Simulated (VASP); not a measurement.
The cell holds one Hf (hcp) (0 0 0 1) slab, with vacuum along c, ions free to move until forces fall under 0.03 eV/Å, no reconstruction beyond this cell, dipole correction on.

Input:

```
CELL_PARAMETERS angstrom
      3.19197     0.00000     0.00000
     -1.59598     2.76432     0.00000
      0.00000     0.00000    25.05900
ATOMIC_POSITIONS crystal
  Hf 0.66667 0.33333 0.44689
  Hf 0.33333 0.66667 0.35337
  Hf 0.66667 0.33333 0.64663
  Hf 0.33333 0.66667 0.55311
```

The numbers are results of r2SCAN meta-GGA, VASP's PBE PAW potentials (set 64) (plane waves; VASP), not measurements. Settings: 400 eV cut-off, 10×10×1 Γ-centred mesh, first-order Methfessel-Paxton smearing of 0.10 eV, potentials Hf_pv.

Slab and bulk use different k-meshes, so the surface energy is good to a few per cent at best. Unless said otherwise, spin-orbit coupling is left out, though it shifts the bands of the heavy elements here.

Question: Predict its surface energy, work function, band gap (on the k-mesh).

Answer: 
surface energy: 1.93 J/m²
work function: 4.53 eV
band gap (on the k-mesh): none (metal, semimetal or under 0.01 eV)

The cell is a thin slab with vacuum, built from Hf (hcp): (001) face.
